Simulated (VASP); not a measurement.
A run of VASP 6.6.1:

Contents of INCAR:

```
ALGO = Normal
EDIFF = 1E-7
ENCUT = 520
GGA = PE
ISIF = 2
ISMEAR = 0
LASPH = True
LCHARG = False
LREAL = False
LWAVE = False
NBANDS = 16
NELM = 80
PREC = Accurate
SIGMA = 0.05
```

Contents of KPOINTS:

```
k-points
0
Gamma
  10 10 6
```

Contents of POSCAR:

```
AlN
1.0
    2.9742594397      0.0000000000      0.0000000000
   -1.4871297199      2.5757842322      0.0000000000
    0.0000000000      0.0000000000      4.6687991284
Al N
2 2
Direct
    0.3333333333      0.6666666667     -0.0039983851
    0.6666666667      0.3333333333      0.4960016149
    0.3333333333      0.6666666667      0.3839983851
    0.6666666667      0.3333333333      0.8839983851
```

Potentials or basis: VASP PAW PBE potentials, release 64 (Al, N).

Launch:

```sh
$ cat potpaw_PBE.64/Al/POTCAR potpaw_PBE.64/N/POTCAR > POTCAR
$ mpirun -np 1 vasp_std > vasp.out
```

Hardware: 1 thread of Intel(R) Xeon(R) Platinum 8488C (Sapphire Rapids), with other jobs on the host.

Task: Estimate the wall time of this run.

Result: It took 20 s on 1 thread of Intel(R) Xeon(R) Platinum 8488C (Sapphire Rapids), on a shared host, peak memory 0.16 GiB. Counts: scf iterations 14, k points 56.
